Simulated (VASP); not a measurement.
An input for Quantum ESPRESSO's pw.x (written as the equivalent of a VASP run, and not itself run):

```
&CONTROL
  calculation = 'vc-relax'
  pseudo_dir = './pseudo'
  outdir = './out'
  tprnfor = .true.
  tstress = .true.
  nstep = 40
  forc_conv_thr = 0.00078
/
&SYSTEM
  ibrav = 0
  nat = 4
  ntyp = 2
  ecutwfc = 88
  occupations = 'smearing'
  smearing = 'methfessel-paxton'
  degauss = 0.00735
  input_dft = 'pbesol'
/
&ELECTRONS
  conv_thr = 7.3e-08
  electron_maxstep = 100
/
&IONS
/
&CELL
  press = 100
/
ATOMIC_SPECIES
  Be 9.012 Be.upf
  Te 127.600 Te.upf
CELL_PARAMETERS angstrom
     3.7221030   -0.0000000    0.0000000
    -1.8610515    3.2234355   -0.0000000
     0.0000000    0.0000000    5.8768719
ATOMIC_POSITIONS crystal
  Be   0.0000000  0.0000000  0.0000000
  Be   0.0000000  0.0000000  0.5000000
  Te   0.3333330  0.6666670  0.2500000
  Te   0.6666670  0.3333330  0.7500000
K_POINTS automatic
  10 10 5 0 0 0
```

Problem. Write the VASP files for the same calculation (PBEsol).

Solution. One answer among several that fit: 
KPOINTS:
```
Automatic mesh
0
Gamma
10 10 5
0 0 0
```

### POSCAR
```
BeTe
1
    3.7221029669    -0.0000000000     0.0000000000
   -1.8610514835     3.2234354763    -0.0000000000
    0.0000000000     0.0000000000     5.8768718793
Be Te
2 2
Direct
  0.0000000000   0.0000000000   0.0000000000
  0.0000000000   0.0000000000   0.5000000000
  0.3333330000   0.6666670000   0.2500000000
  0.6666670000   0.3333330000   0.7500000000
```

### INCAR
```
NSW = 40   # most ionic steps
GGA = PS
LWAVE = .False.
EDIFFG = -0.02
IBRION = 2   # conjugate gradients
LASPH = .True.   # aspherical one-centre terms
NELM = 100   # most electronic steps
EDIFF = 1E-6   # SCF stop (eV)
ENCUT = 500
ISIF = 3   # ions, shape and volume
LMAXMIX = 4   # l cut-off of mixed one-centre charges
SYSTEM = BeTe
ALGO = Normal
LREAL = .False.
LCHARG = .False.
PREC = Accurate
SIGMA = 0.1
PSTRESS = 100
ISMEAR = 1   # Methfessel-Paxton
```

POTCAR, in this order: Be Te (PBE.64 set). Program: vasp_std.

What does not carry over: the potentials are each code's own (VASP's PAW set, PseudoDojo norm-conserving files in pw.x), so ENCUT and ecutwfc are chosen apart and not converted; conv_thr bounds pw.x's estimated SCF error, while EDIFF bounds the energy change between steps; forc_conv_thr acts on force components and is met together with etot_conv_thr.

The structure was generated: BeTe was put into the NiAs type type (P6_3/mmc), which need not be its known phase. This run relaxes it under an external pressure of 10 GPa. Symmetry was kept, so distortions that lower it aren't found.
